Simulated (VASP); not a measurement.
Computed with revPBE GGA, VASP's PBE PAW potentials (set 64) (plane waves; VASP).

A VASP calculation is set up with these files.

### KPOINTS
```
Automatic mesh
0
Gamma
 5 5 7
0 0 0
```

File POSCAR:
```
PbO2
1.0
  5.0293330496   0.0000000000   0.0000000000
  0.0000000000   5.0293330496   0.0000000000
  0.0000000000   0.0000000000   3.3826954643
Pb O
2 4
Direct
  1.0000000000   0.0000000000   0.0000000000
  0.5000000000   0.5000000000   0.5000000000
  0.3082978216   0.3082978216   1.0000000000
  0.8082978216   0.1917021784   0.5000000000
  0.1917021784   0.8082978216   0.5000000000
  0.6917021784   0.6917021784   0.0000000000
```

**INCAR**
```
! general
SYSTEM  = PbO2
PREC    = Accurate
ENCUT   = 520
LREAL   = .FALSE.
LASPH   = .TRUE.

! electronic loop
EDIFF   = 1E-7
NELM    = 100
ALGO    = Normal
LMAXMIX = 4

! smearing
ISMEAR  = 0
SIGMA   = 0.05

! functional
GGA     = RE

! ions
IBRION  = 2
NSW     = 30
ISIF    = 4
EDIFFG  = -0.01

! output
LWAVE   = .FALSE.
LCHARG  = .FALSE.
```

POTCAR, in this order: Pb_d O (PBE.64 set). Program: vasp_std.

Q: Predict the energy per atom (σ→0).

A: 
| Quantity | Result |
|---|---|
| energy per atom (σ→0) | -4.959 eV/atom |

**OSZICAR**
```
...
DAV:   1    -0.297532394965E+02   -0.87619E-03   -0.15083E-01  1496   0.286E+00    0.192E-01
DAV:   2    -0.297528932321E+02    0.34626E-03   -0.39249E-03  2334   0.645E-01    0.114E-01
DAV:   3    -0.297525813171E+02    0.31191E-03   -0.33518E-04  2274   0.238E-01    0.165E-02
DAV:   4    -0.297525822660E+02   -0.94881E-06   -0.64436E-05  2241   0.616E-02    0.515E-03
DAV:   5    -0.297525829695E+02   -0.70358E-06   -0.13296E-06  1778   0.113E-02    0.193E-03
DAV:   6    -0.297525831653E+02   -0.19576E-06   -0.23820E-07  1357   0.444E-03    0.549E-04
DAV:   7    -0.297525831819E+02   -0.16567E-07   -0.54119E-08   905   0.244E-03
   6 F= -.29752583E+02 E0= -.29752529E+02  d E =-.119874E-02
```

The compound is PbO2 in the rutile structure. This cell is one point of a volume scan, at 0.94 of the reference volume. Symmetry was kept, so distortions that lower it aren't found.
